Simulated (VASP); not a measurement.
Input:

```
CELL_PARAMETERS angstrom
      4.09039     0.00000     0.00000
      0.00000     4.09039     0.00000
      0.00000     0.00000     6.51175
ATOMIC_POSITIONS crystal
  Cu 0.50000 0.50000 0.00000
  Cu 0.00000 0.00000 0.00000
  I  0.50000 0.00000 0.25886
  I  0.00000 0.50000 0.74114
```

All values below come from r2SCAN meta-GGA, VASP's PBE PAW potentials (set 64) (plane waves; VASP). Numerical set-up: 400 eV cut-off, 5×5×3 Γ-centred mesh, Gaussian smearing of 0.050 eV, potentials Cu I.

Unless said otherwise, spin-orbit coupling is left out, though it shifts the bands of the heavy elements here.

Question: What does the run give for the energy per atom (σ→0), band gap (on the k-mesh) with the smallest direct gap where there is one?

Answer: 
| Quantity | Value |
|---|---|
| band gap (on the k-mesh) | 2.07 eV |
| smallest direct gap (on the k-mesh) | 2.07 eV |
| energy per atom (σ→0) | -17.888 eV/atom |

Total energies compare only between runs with the same potentials, cut-off and functional.

The structure comes from a computed database's CuI entry (P4/nmm); how it stands against other phases isn't given here. It was relaxed first. The start is the result of an earlier pass.
